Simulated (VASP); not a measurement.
Computed with HSE06 screened hybrid, VASP's PBE PAW potentials (set 64) (plane waves; VASP).

VASP ran on this input.

KPOINTS:
```
Regular mesh
0
gamma
 1 1 1
```

POSCAR:
```
C63S
1
    7.1465551590     0.0000000000     0.0000000000
    0.0000000000     7.1465551590     0.0000000000
    0.0000000000     0.0000000000     7.1465551590
C S
63 1
Direct
  0.5000941967   0.9998392266   0.9998560630
  0.6253447603   0.1226146146   0.1226399262
  0.7504525503   0.2497819344   0.9998117578
  0.8769490025   0.3752156669   0.1234255363
  0.7504151588   0.9997623918   0.2498228153
  0.8768970839   0.1234569864   0.3752438939
  0.0001241096   0.0004076552   0.0004551836
  0.1251853565   0.1254026352   0.1254349843
  0.2497064265   0.2499922613   0.0008603016
  0.3754254681   0.3755862857   0.1246603007
  0.5001920295   0.5004241745   0.9999267183
  0.6251999659   0.6253945267   0.1242398944
  0.7504262022   0.7506361027   0.0003479011
  0.8750657157   0.8752454027   0.1254176787
  0.2497129327   0.0008574483   0.2500210451
  0.3754365699   0.1246658262   0.3756359704
  0.5010873434   0.2461399603   0.2461248821
  0.6399415621   0.3624400741   0.3623794815
  0.7548748502   0.5004723885   0.2467094413
  0.8759822895   0.6251385385   0.3756086525
  0.5001695250   0.9999472441   0.5004532903
  0.6251933904   0.1243090572   0.6254241957
  0.7548200698   0.2467769674   0.5004292869
  0.8759886211   0.3755733486   0.6251848893
  0.7504377218   0.0003728621   0.7506408052
  0.8750978969   0.1253678797   0.8752920251
  0.9996559473   0.5004410223   0.9998368082
  0.1224147744   0.6254965987   0.1227114787
  0.2494689314   0.7506325143   0.9998668322
  0.3749599954   0.8771241618   0.1234803626
  0.0007701134   0.2500131325   0.2500168400
  0.1244964648   0.3757020992   0.3756913823
  0.2460163765   0.5013165998   0.2462609343
  0.3622954063   0.6401526003   0.3624526764
  0.5002696507   0.7551086086   0.2467003600
  0.6249500741   0.8763139363   0.3755956826
  0.9996030928   0.9998848869   0.5004159996
  0.1224245279   0.1227440479   0.6255134755
  0.2460620901   0.2462834928   0.5013130469
  0.3623147490   0.3625020556   0.6401910233
  0.6374080300   0.6376840686   0.6377806516
  0.7527483190   0.7530086040   0.5011220225
  0.8761558850   0.8764715828   0.6252450801
  0.2494807316   0.9998291985   0.7506161654
  0.3749731702   0.1234521744   0.8771017078
  0.5002875709   0.2467094506   0.7551560097
  0.6249836396   0.3755286403   0.8763548208
  0.7527895110   0.5010663172   0.7530507315
  0.8761889155   0.6252330916   0.8764147598
  0.9995291565   0.7505724666   0.2498819626
  0.1231863036   0.8771006615   0.3753050215
  0.9996484743   0.5004725798   0.5004742459
  0.1240580634   0.6254082065   0.6254024626
  0.2465066796   0.7550713450   0.5005215840
  0.3752865494   0.8763080260   0.6252058701
  0.9995622348   0.2498494779   0.7505942404
  0.1232228299   0.3752796056   0.8770773405
  0.2465270568   0.5005456603   0.7550889270
  0.3753111680   0.6251731406   0.8763164588
  0.5007553196   0.7530285523   0.7530794914
  0.6249739221   0.8764326016   0.8764285937
  0.0001672351   0.7506969431   0.7506796245
  0.1250722830   0.8753506270   0.8753463059
  0.4900919581   0.4902657618   0.4902310988
```

INCAR:
```
! general
SYSTEM   = C63S
PREC     = Normal
ENCUT    = 400
LREAL    = Auto
LASPH    = .TRUE.
ISYM     = 0
NELECT   = 257.0

! electronic loop
EDIFF    = 1E-5
NELM     = 50
NELMIN   = 4
ALGO     = Normal

! smearing
ISMEAR   = 0
SIGMA    = 0.05

! functional
GGA      = PE
LHFCALC  = .TRUE.
AEXX     = 0.25
HFSCREEN = 0.2
PRECFOCK = Fast

! spin
ISPIN    = 2
MAGMOM   = 64*0.0156
NUPDOWN  = 1

! ions
ISIF     = 0

! output
LWAVE    = .FALSE.
LCHARG   = .FALSE.
LORBIT   = 10
```

POTCAR, in this order: C S (PBE.64 set). Program: vasp_gam. Read from the step before: WAVECAR.

What VASP printed:

File OSZICAR:
```
       N       E                     dE             d eps       ncg     rms          rms(c)
DAV:   1    -0.668927317605E+03   -0.66893E+03   -0.84103E+00   652   0.806E+00    0.408E+00
DAV:   2    -0.668956306081E+03   -0.28988E-01   -0.15489E-01   720   0.947E-01    0.265E+00
DAV:   3    -0.668939666149E+03    0.16640E-01   -0.13929E-02   720   0.303E-01    0.149E+00
DAV:   4    -0.668934726356E+03    0.49398E-02   -0.41063E-03   744   0.170E-01    0.810E-01
DAV:   5    -0.668933371781E+03    0.13546E-02   -0.10503E-03   704   0.881E-02    0.440E-01
DAV:   6    -0.668932983095E+03    0.38869E-03   -0.25478E-04   726   0.446E-02    0.234E-01
DAV:   7    -0.668932869290E+03    0.11381E-03   -0.63836E-05   702   0.230E-02    0.124E-01
DAV:   8    -0.668932835443E+03    0.33847E-04   -0.15393E-05   431   0.120E-02    0.679E-02
DAV:   9    -0.668932825708E+03    0.97347E-05   -0.58756E-06   415   0.819E-03
   1 F= -.66893283E+03 E0= -.66893283E+03  d E =-.186936E-11  mag=     1.0000
```

**OUTCAR**
```
------------------------ aborting loop because EDIFF is reached ----------------------------------------
  volume of cell :      365.00
      direct lattice vectors                 reciprocal lattice vectors
     7.146555159  0.000000000  0.000000000     0.139927556  0.000000000  0.000000000
     0.000000000  7.146555159  0.000000000     0.000000000  0.139927556  0.000000000
     0.000000000  0.000000000  7.146555159     0.000000000  0.000000000  0.139927556
 POSITION                                       TOTAL-FORCE (eV/Angst)
 -----------------------------------------------------------------------------------
      3.57395      7.14541      7.14553         0.005355     -0.002354     -0.006211
      4.46906      0.87627      0.87645        -0.038241      0.018275      0.018930
      5.36315      1.78508      7.14521        -0.003502      0.004661      0.005218
      6.26716      2.68150      0.88207         0.011193      0.016567      0.000616
      5.36288      7.14486      1.78537        -0.001822      0.011956      0.005886
      6.26679      0.88229      2.68170         0.013205     -0.002234      0.003938
      0.00089      0.00291      0.00325        -0.001532     -0.008281     -0.010971
      0.89464      0.89620      0.89643         0.002112      0.004599      0.000731
      1.78454      1.78658      0.00615         0.022186      0.009146      0.001299
      2.68300      2.68415      0.89089        -0.005473      0.012747     -0.007649
      3.57465      3.57631      7.14603        -0.000731     -0.008664      0.020283
      4.46803      4.46942      0.88789         0.005680      0.014434      0.012017
      5.36296      5.36446      0.00249        -0.005325      0.001698      0.008085
      6.25371      6.25499      0.89630        -0.012384     -0.004423     -0.010904
      1.78459      0.00613      1.78679         0.019294      0.004515      0.012243
      2.68308      0.89093      2.68450        -0.005310     -0.004913      0.000379
      3.58105      1.75905      1.75895         0.076261      0.010209      0.017490
      4.57338      2.59020      2.58976        -0.052739      0.104141      0.100227
      5.39475      3.57665      1.76312        -0.011304     -0.047363     -0.006884
      6.26026      4.46759      2.68431        -0.001353      0.036362     -0.011988
      3.57449      7.14618      3.57652         0.002892      0.015373     -0.001002
      4.46798      0.88838      4.46963         0.004135      0.000314      0.005877
      5.39436      1.76361      3.57635        -0.001873     -0.015229     -0.030300
      6.26030      2.68406      4.46792         0.000448     -0.005319      0.021833
      5.36304      0.00266      5.36450        -0.011189      0.008587      0.004298
      6.25394      0.89595      6.25532        -0.015241     -0.003308     -0.007832
      7.14410      3.57643      7.14539        -0.016357     -0.021580     -0.005095
      0.87484      4.47015      0.87696         0.018389     -0.017546      0.020351
      1.78284      5.36444      7.14560         0.026718      0.000743     -0.002211
      2.67967      6.26842      0.88246         0.009275      0.003845     -0.010824
      0.00550      1.78673      1.78676        -0.024747      0.007878      0.009058
      0.88972      2.68498      2.68490        -0.011401     -0.004037     -0.000991
      1.75817      3.58269      1.75992         0.002491      0.064885     -0.008834
      2.58916      4.57489      2.59029         0.092307     -0.033255      0.099684
      3.57520      5.39643      1.76306        -0.041749     -0.012708      0.004806
      4.46624      6.26263      2.68422         0.021932     -0.021751     -0.012064
      7.14372      7.14573      3.57625        -0.007792     -0.007132     -0.006451
      0.87491      0.87720      4.47027         0.019313      0.009820     -0.026965
      1.75850      1.76008      3.58266        -0.006719     -0.005964      0.073803
      2.58930      2.59064      4.57516         0.094064      0.094427     -0.034949
      4.55527      4.55724      4.55793        -0.112403     -0.108485     -0.119115
      5.37956      5.38142      3.58130         0.010174      0.016492     -0.000639
      6.26150      6.26375      4.46835         0.026137      0.000639     -0.021732
      1.78293      7.14533      5.36432         0.020647      0.009033      0.006914
      2.67977      0.88226      6.26826         0.007001     -0.010129      0.014204
      3.57533      1.76312      5.39676        -0.045158      0.004985     -0.021677
      4.46648      2.68374      6.26292         0.023008     -0.001782     -0.019863
      5.37985      3.58090      5.38172         0.003900     -0.002161      0.014213
      6.26173      4.46826      6.26335         0.022108     -0.017217      0.015835
      7.14319      5.36401      1.78580         0.006968      0.005457      0.000769
      0.88036      6.26825      2.68214        -0.005346      0.007727      0.000694
      7.14404      3.57665      3.57667         0.023871     -0.017415     -0.008859
      0.88659      4.46951      4.46947         0.003918      0.021261      0.020481
      1.76167      5.39616      3.57701        -0.002305     -0.006952     -0.052021
      2.68201      6.26258      4.46807        -0.009311     -0.016894      0.026732
      7.14343      1.78556      5.36416         0.001873      0.003550      0.005521
      0.88062      2.68196      6.26808        -0.008399      0.008508      0.014455
      1.76182      3.57718      5.39628        -0.004628     -0.058689     -0.012308
      2.68218      4.46783      6.26264        -0.017262      0.036935     -0.007742
      3.57868      5.38156      5.38192         0.013860      0.012733      0.004976
      4.46641      6.26347      6.26345        -0.024395      0.011582      0.014380
      0.00120      5.36490      5.36477        -0.014096     -0.006580     -0.008414
      0.89384      6.25574      6.25571         0.004646     -0.020475     -0.013916
      3.50247      3.50371      3.50346        -0.095273     -0.101244     -0.097815
 -----------------------------------------------------------------------------------
    total drift:                               -0.025929     -0.038949     -0.034923
  FREE ENERGIE OF THE ION-ELECTRON SYSTEM (eV)
  ---------------------------------------------------
  free  energy   TOTEN  =      -668.9328257081 eV

  energy  without entropy=     -668.9328257081  energy(sigma->0) =     -668.93282571

  exchange ACFDT corr.  =         0.00000000  see jH, gK, PRB 81, 115126

 total charge

# of ion       s       p       d       tot
------------------------------------------
    1        0.831   1.775   0.000   2.607
    2        0.833   1.761   0.000   2.595
    3        0.829   1.749   0.000   2.577
    4        0.832   1.758   0.000   2.590
    5        0.829   1.748   0.000   2.577
    6        0.832   1.758   0.000   2.590
    7        0.828   1.746   0.000   2.574
    8        0.830   1.753   0.000   2.583
    9        0.829   1.747   0.000   2.575
   10        0.829   1.739   0.000   2.568
   11        0.829   1.755   0.000   2.584
   12        0.831   1.740   0.000   2.571
   13        0.830   1.748   0.000   2.578
   14        0.829   1.752   0.000   2.581
   15        0.829   1.747   0.000   2.575
   16        0.829   1.739   0.000   2.569
   17        0.833   1.743   0.000   2.577
   18        0.854   1.782   0.000   2.636
   19        0.830   1.756   0.000   2.586
   20        0.828   1.748   0.000   2.575
   21        0.829   1.755   0.000   2.584
   22        0.831   1.740   0.000   2.571
   23        0.830   1.756   0.000   2.586
   24        0.828   1.747   0.000   2.575
...
```
(Selected blocks of OUTCAR.)

**OUTCAR**
```
 val. band max:       11.9685055980   @ k =   0.0000   0.0000   0.0000

 cond. band min:      13.9183358542   @ k =   0.0000   0.0000   0.0000


 Fermi energy:        12.2069598986

 spin component 1

 k-point     1 :       0.0000    0.0000    0.0000
  band No.  band energies     occupation
      1     -14.6043      1.00000
      2     -12.7739      1.00000
      3     -11.8838      1.00000
      4     -11.8831      1.00000
      5     -11.7667      1.00000
      6     -11.7011      1.00000
      7     -11.7009      1.00000
      8     -10.1466      1.00000
      9      -9.7065      1.00000
     10      -9.7061      1.00000
     11      -9.5179      1.00000
     12      -9.3902      1.00000
     13      -9.3528      1.00000
     14      -9.3524      1.00000
     15      -9.3280      1.00000
     16      -9.3270      1.00000
     17      -9.3266      1.00000
     18      -9.3151      1.00000
     19      -9.3145      1.00000
     20      -8.0994      1.00000
     21      -8.0390      1.00000
     22      -8.0382      1.00000
     23      -7.9909      1.00000
     24      -5.7687      1.00000
     25      -5.4758      1.00000
     26      -5.4754      1.00000
     27      -5.3927      1.00000
     28      -4.9377      1.00000
     29      -4.9371      1.00000
     30      -4.9186      1.00000
     31      -4.8173      1.00000
     32      -4.8168      1.00000
     33      -4.8076      1.00000
     34      -4.1238      1.00000
     35      -4.1228      1.00000
     36      -4.0655      1.00000
     37      -4.0480      1.00000
     38      -4.0008      1.00000
     39      -4.0004      1.00000
     40      -3.9734      1.00000
     41      -3.9213      1.00000
     42      -3.9209      1.00000
     43      -3.8497      1.00000
     44      -3.8036      1.00000
     45      -3.8028      1.00000
     46      -0.7576      1.00000
     47      -0.7571      1.00000
     48      -0.5233      1.00000
     49      -0.4177      1.00000
...
```

The cell is charged, with a uniform compensating background. The supercell is sampled at Γ alone, which is coarse: total energies, pressure and levels can be off, energies of defects by several tenths of an eV.

The cell is a supercell with a defect, built from C (diamond): S_C, charge +1. The cell's shape comes from a PBE relaxation.
